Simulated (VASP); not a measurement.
Given:

```xyz
2
Lattice="4.1710 0.0000 0.0000 0.0000 4.1710 0.0000 0.0000 0.0000 4.1710" Properties=species:S:1:pos:R:3 pbc="T T T"
Cs     0.0000     0.0000     0.0000
Au     2.0855     2.0855     2.0855
```

Computed with PBEsol GGA, VASP's PBE PAW potentials (set 64) (plane waves; VASP). Run with 530 eV cut-off, 6×6×6 Γ-centred mesh, Gaussian smearing of 0.050 eV, potentials Cs_sv Au.

**Question.** Give the elastic stiffness tensor with the ions relaxed (GPa, in the frame of the cell).

**Answer.** 
```
      xx    yy    zz    yz    xz    xy
--  ----  ----  ----  ----  ----  ----
xx  22.7  11.2  11.2   0.0   0.0   0.0
yy  11.2  22.7  11.2   0.0   0.0   0.0
zz  11.2  11.2  22.7   0.0   0.0   0.0
yz   0.0   0.0   0.0  10.8   0.0   0.0
xz   0.0   0.0   0.0   0.0  10.8   0.0
xy   0.0   0.0   0.0   0.0   0.0  10.8
```

**Question.** Predict the Hill bulk modulus, Hill shear modulus, Young's modulus, Poisson's ratio.

**Answer.** 
```yaml
hill_bulk_modulus: 15.1 GPa
hill_shear_modulus: 8.4 GPa
Young's modulus: 21.2 GPa
Poisson's ratio: 0.266
```

The structure comes from a computed database's CsAu entry (Pm-3m); how it stands against other phases isn't given here. It was relaxed first, which changed the volume by -8 %.
